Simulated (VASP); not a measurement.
Level of theory: PBE GGA, VASP's PBE PAW potentials (set 64) (plane waves; VASP 6.6.1).

Input for VASP

### INCAR
```
# general
SYSTEM =BaHfO3
PREC   =Accurate
ENCUT  =400   # plane-wave cut-off (eV)
LREAL  =.FALSE.
LASPH  =.TRUE.   # aspherical one-centre terms

# electronic loop
EDIFF  =1E-6   # SCF stop (eV)
NELM   =100   # most electronic steps
ALGO   =Normal   # blocked Davidson
LMAXMIX=6

# smearing
ISMEAR =0
SIGMA  =0.01

# functional
GGA    =PE

# ions
ISIF   =2

# output
LWAVE  =.FALSE.
LCHARG =.FALSE.
```

File KPOINTS:
```
Automatic mesh
0
Gamma
4 4 4
0 0 0
```

**POSCAR**
```
BaHfO3
1
    4.1700000000     0.0000000000     0.0000000000
    0.0000000000     4.1700000000     0.0000000000
    0.0000000000     0.0000000000     4.1700000000
Ba Hf O
1 1 3
Direct
  0.0000000000   0.0000000000   0.0000000000
  0.5000000000   0.5000000000   0.5000000000
  0.5000000000   0.0000000000   0.5000000000
  0.0000000000   0.5000000000   0.5000000000
  0.5000000000   0.5000000000   0.0000000000
```

POTCAR, in this order: Ba_sv Hf_pv O (PBE.64 set). Program: vasp_std.

The run wrote:

OUTCAR:
```
 ion  position               nearest neighbor table
   1  0.000  0.000  0.000-   3 2.95   4 2.95   5 2.95   3 2.95   4 2.95   4 2.95   5 2.95   4 2.95
                             3 2.95   5 2.95   3 2.95   5 2.95   2 3.61   2 3.61   2 3.61   2 3.61
   2  0.500  0.500  0.500-   3 2.08   4 2.08   5 2.08   5 2.08   3 2.08   4 2.08   1 3.61   1 3.61
                             1 3.61   1 3.61   1 3.61   1 3.61   1 3.61   1 3.61
   3  0.500  0.000  0.500-   2 2.08   2 2.08   1 2.95   1 2.95   1 2.95   1 2.95
   4  0.000  0.500  0.500-   2 2.08   2 2.08   1 2.95   1 2.95   1 2.95   1 2.95
   5  0.500  0.500  0.000-   2 2.08   2 2.08   1 2.95   1 2.95   1 2.95   1 2.95
  LATTYP: Found a simple cubic cell.
 ALAT       =     4.1700000000
 Subroutine PRICEL returns:
 Original cell was already a primitive cell.
 Subroutine GETGRP returns: Found 48 space group operations
The static configuration has the point symmetry O_h .
The dynamic configuration has the point symmetry O_h .
 Subroutine INISYM returns: Found 48 space group operations
 Subroutine IBZKPT returns following result:
 Found     10 irreducible k-points:

 Following reciprocal coordinates:
            Coordinates               Weight
  0.000000  0.000000  0.000000      1.000000
  0.250000  0.000000  0.000000      6.000000
  0.500000  0.000000  0.000000      3.000000
  0.250000  0.250000  0.000000     12.000000
...
```

OSZICAR:
```
       N       E                     dE             d eps       ncg     rms          rms(c)
DAV:   1     0.206970739455E+03    0.20697E+03   -0.18283E+04   460   0.130E+03
DAV:   2    -0.394068830760E+02   -0.24638E+03   -0.24196E+03   606   0.317E+02
DAV:   3    -0.502934342490E+02   -0.10887E+02   -0.10868E+02   597   0.684E+01
DAV:   4    -0.504772495410E+02   -0.18382E+00   -0.18375E+00   660   0.849E+00
DAV:   5    -0.504806886065E+02   -0.34391E-02   -0.34390E-02   644   0.757E-01    0.601E+01
DAV:   6    -0.437106991415E+02    0.67700E+01   -0.40840E+01   530   0.369E+01    0.529E+01
DAV:   7    -0.436133955265E+02    0.97304E-01   -0.21893E+00   580   0.974E+00    0.331E+01
DAV:   8    -0.435966663526E+02    0.16729E-01   -0.27583E-01   559   0.443E+00    0.514E+00
DAV:   9    -0.435837685508E+02    0.12898E-01   -0.82367E-02   586   0.177E+00    0.154E+00
DAV:  10    -0.435836344797E+02    0.13407E-03   -0.86765E-03   581   0.613E-01    0.467E-01
DAV:  11    -0.435835408876E+02    0.93592E-04   -0.65968E-04   593   0.172E-01    0.112E-01
DAV:  12    -0.435835764784E+02   -0.35591E-04   -0.73350E-05   652   0.593E-02    0.135E-01
DAV:  13    -0.435835790697E+02   -0.25913E-05   -0.72953E-06   551   0.186E-02    0.583E-03
DAV:  14    -0.435835789760E+02    0.93726E-07   -0.67796E-07   391   0.556E-03
   1 F= -.43583579E+02 E0= -.43583579E+02  d E =-.105996E-18
```

### OUTCAR
```
------------------------ aborting loop because EDIFF is reached ----------------------------------------
  FORCE on cell =-STRESS in cart. coord.  units (eV):
  Direction    XX          YY          ZZ          XY          YZ          ZX
  --------------------------------------------------------------------------------------
  Total       -0.1620385     -0.1620385     -0.1620385     -0.0000000     -0.0000000     -0.0000000
  in kB       -3.5803094     -3.5803094     -3.5803094     -0.0000000     -0.0000000     -0.0000000
  external PRESSURE =      -3.5803094 kB  Pullay stress =       0.0000000 kB
  volume of cell :       72.51
      direct lattice vectors                 reciprocal lattice vectors
     4.170000000  0.000000000  0.000000000     0.239808153  0.000000000  0.000000000
     0.000000000  4.170000000  0.000000000     0.000000000  0.239808153  0.000000000
     0.000000000  0.000000000  4.170000000     0.000000000  0.000000000  0.239808153
 POSITION                                       TOTAL-FORCE (eV/Angst)
 -----------------------------------------------------------------------------------
      0.00000      0.00000      0.00000         0.000000      0.000000      0.000000
      2.08500      2.08500      2.08500         0.000000      0.000000      0.000000
      2.08500      0.00000      2.08500         0.000000      0.000000      0.000000
      0.00000      2.08500      2.08500         0.000000      0.000000      0.000000
      2.08500      2.08500      0.00000         0.000000      0.000000      0.000000
 -----------------------------------------------------------------------------------
    total drift:                                0.000000      0.000000      0.000000
  FREE ENERGIE OF THE ION-ELECTRON SYSTEM (eV)
  ---------------------------------------------------
  free  energy   TOTEN  =       -43.5835789760 eV

  energy  without entropy=      -43.5835789760  energy(sigma->0) =      -43.58357898
```
(Selected blocks of OUTCAR.)

At this cut-off the stress carries a Pulay error, which pulls relaxed volumes low.

The structure is a typed BaHfO3 crystal. The cell was not relaxed at this level.
